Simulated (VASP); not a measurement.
Method: PBE GGA, VASP's PBE PAW potentials (set 64) (plane waves; VASP).

Input for VASP

POSCAR:
```
NbAl
1.0
  2.9403446819   0.0000000000   0.0000000000
 -1.4701723409   2.5464132365   0.0000000000
  0.0000000000   0.0000000000   9.3135076878
Nb Al
2 2
Direct
  0.0000000000   0.0000000000   0.0000000000
  0.0000000000   0.0000000000   0.5000000000
  0.3333330000   0.6666670000   0.2500000000
  0.6666670000   0.3333330000   0.7500000000
```

**INCAR**
```
SYSTEM = NbAl
PREC = Accurate
ENCUT = 400
EDIFF = 1E-6
NELM = 100
ALGO = Normal
LREAL = .FALSE.
LASPH = .TRUE.
ISMEAR = 1
SIGMA = 0.1
GGA = PE
LMAXMIX = 4
LWAVE = .FALSE.
LCHARG = .FALSE.
IBRION = 2
ISIF = 3
NSW = 60
EDIFFG = -0.02
```

File KPOINTS:
```
Automatic
0
Gamma
 11 11 3
0 0 0
```

POTCAR, in this order: Nb_sv Al (PBE.64 set). Program: vasp_std.

Task: Estimate the energy per atom (σ→0), volume per atom, band gap (on the k-mesh).

Result: 
```yaml
energy per atom (σ→0): -7.165 eV/atom
band gap (on the k-mesh): none (metal, semimetal or under 0.01 eV)
volume_per_atom: 17.38 Å^3/atom
```

OSZICAR:
```
...
DAV:   1    -0.286602347505E+02   -0.45641E-03   -0.18097E-02  1380   0.151E+00    0.137E-01
DAV:   2    -0.286599283764E+02    0.30637E-03   -0.12832E-03  1632   0.368E-01    0.639E-02
DAV:   3    -0.286598252421E+02    0.10313E-03   -0.45695E-04  2080   0.195E-01    0.277E-02
DAV:   4    -0.286598351938E+02   -0.99517E-05   -0.56430E-05  1932   0.592E-02    0.986E-03
DAV:   5    -0.286598371656E+02   -0.19718E-05   -0.20187E-05  2412   0.351E-02    0.107E-02
DAV:   6    -0.286598416651E+02   -0.44994E-05   -0.61616E-06  1952   0.164E-02    0.632E-03
DAV:   7    -0.286598418462E+02   -0.18115E-06   -0.16670E-06   956   0.131E-02
   5 F= -.28659842E+02 E0= -.28659689E+02  d E =-.186165E-03
```

The structure was generated: NbAl was put into the NiAs type type (P6_3/mmc), which need not be its known phase. This run relaxes it. Symmetry was kept, so distortions that lower it aren't found. The start is the result of an earlier pass.
